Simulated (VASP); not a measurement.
Here is a VASP 6.6.1 calculation.

The input INCAR:

```
SYSTEM = Cd2CuO3
PREC = Normal ; ENCUT = 520
EDIFF = 1E-4 ; ISMEAR = 0
SIGMA = 0.15 ; LREAL = .FALSE.
LASPH = .TRUE. ; NELM = 60
ALGO = Fast ; ISIF = 3
LWAVE = .FALSE. ; LCHARG = .FALSE.
GGA = PE ; IBRION = 2
NSW = 24 ; EDIFFG = -0.08
```

File KPOINTS:

```
Automatic mesh
0
G
  4 4 2
  0 0 0
```

File POSCAR:

```
Cd2CuO3
1.0
    3.8120994400      0.0000000000      0.0000000000
   -1.9060497200      3.3013749600      0.0000000000
    0.0000000000      0.0000000000      7.2206632200
Cd Cu O
2 1 3
Direct
    0.0000000000      0.0000000000      0.6775932900
    0.0000000000      0.0000000000      0.3224067100
    0.0000000000      0.0000000000      0.0000000000
    0.5000000000      0.0000000000      0.5000000000
    0.0000000000      0.5000000000      0.5000000000
    0.5000000000      0.5000000000      0.5000000000
```

Potentials or basis: VASP PAW PBE potentials, release 64 (Cd, Cu, O).

Run with:

```sh
$ cat potpaw_PBE.64/Cd/POTCAR potpaw_PBE.64/Cu/POTCAR potpaw_PBE.64/O/POTCAR > POTCAR
$ mpirun -np 1 vasp_std > vasp.out
```

Estimate the relaxed volume.

19.21 Å³/atom.

Estimate the relaxed cell.

a = 4.078 Å, b = 4.078 Å, c = 8.000 Å, α = 90.00°, β = 90.00°, γ = 120.00°.

What does it give for the space group after relaxing (to 0.05 Å)?

P6/mmm (No. 191).

Stress tensor (GPa, compression positive):
```
-0.18  0.00  0.00
 0.00 -0.18  0.00
 0.00  0.00 -0.05
```

Caveat: the k mesh is coarse (spacing up to 0.48 Å⁻¹), so the values aren't converged; the volume moved by over 15 % at a fixed basis, so the end points are rough; an odd number of electrons without spin polarisation forces a metal; a magnetic or distorted state may lie lower; the run has no spin polarisation, though such a crystal can be magnetic.
